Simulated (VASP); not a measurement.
Here is the system:

```xyz
1
Lattice="-1.6115 1.6115 1.6115 1.6115 -1.6115 1.6115 1.6115 1.6115 -1.6115" Properties=species:S:1:pos:R:3 pbc="T T T"
Nb     0.0000     0.0000     0.0000
```

The numbers are results of PBE GGA with D4 dispersion, VASP's PBE PAW potentials (set 64) (plane waves; VASP), not measurements. Numerical set-up: 520 eV cut-off, 16×16×16 Γ-centred mesh, first-order Methfessel-Paxton smearing of 0.10 eV, potentials Nb_sv.

### Question
Give the stress tensor in GPa (positive for a compressed cell).

### Answer

```
11.96   0.00   0.00
 0.00  11.96   0.00
 0.00   0.00  11.96
```
The pressure is its mean diagonal, 11.96 GPa.

The compound is Nb in the bcc structure. This cell is one point of a volume scan, at 0.94 of the reference volume.
